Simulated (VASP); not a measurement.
Level of theory: PBE GGA with D4 dispersion, VASP's PBE PAW potentials (set 64) (plane waves; VASP).

VASP ran on this input.

KPOINTS:
```
k-points along high-symmetry lines
15
Line-mode
Reciprocal
  0.000000   0.000000   0.000000 ! GAMMA
 -0.500000  -0.500000   0.000000 ! X

 -0.500000  -0.500000   0.000000 ! X
 -0.375000  -0.375000   0.250000 ! U

 -0.375000  -0.000000   0.375000 ! K
  0.000000   0.000000   0.000000 ! GAMMA

  0.000000   0.000000   0.000000 ! GAMMA
  0.000000   0.000000   0.500000 ! L

  0.000000   0.000000   0.500000 ! L
 -0.500000  -0.250000   0.250000 ! W

 -0.500000  -0.250000   0.250000 ! W
 -0.500000  -0.500000   0.000000 ! X
```

INCAR:
```
LWAVE  =  .FALSE.
ICHARG  =  11   # fixed density
LREAL  =  .FALSE.
ENCUT  =  520
ISMEAR  =  0
IVDW  =  13
LORBIT  =  11
LASPH  =  .TRUE.   # aspherical one-centre terms
PREC  =  Accurate
LCHARG  =  .FALSE.
ALGO  =  Normal   # blocked Davidson
SYSTEM  =  CdTe
SIGMA  =  0.05   # width (eV)
LMAXMIX  =  4   # l cut-off of mixed one-centre charges
EDIFF  =  1E-7   # SCF stop (eV)
NELM  =  100
GGA  =  PE   # PBE
```

POSCAR:
```
CdTe
1
   -0.0000000000     3.2612907426     3.2612907426
    3.2612907426    -0.0000000000     3.2612907426
    3.2612907426     3.2612907426     0.0000000000
Cd Te
1 1
Direct
  0.0000000000   0.0000000000   0.0000000000
  0.2500000000   0.2500000000   0.2500000000
```

POTCAR, in this order: Cd Te (PBE.64 set). Program: vasp_std. Read from the step before: CHGCAR.

**Question.** What will the output report for the number of irreducible k-points (NKPTS), largest plane-wave count, number of space-group operations, FFT grid (NGX, NGY, NGZ)?

**Answer.** 
| Item | Value |
|---|---|
| number of irreducible k-points (NKPTS) | 90 |
| largest plane-wave count | 1893 |
| number of space-group operations | 24 |
| FFT grid (NGX, NGY, NGZ) | 36 × 36 × 36 |

The compound is CdTe in the zinc blende structure. It was relaxed first.
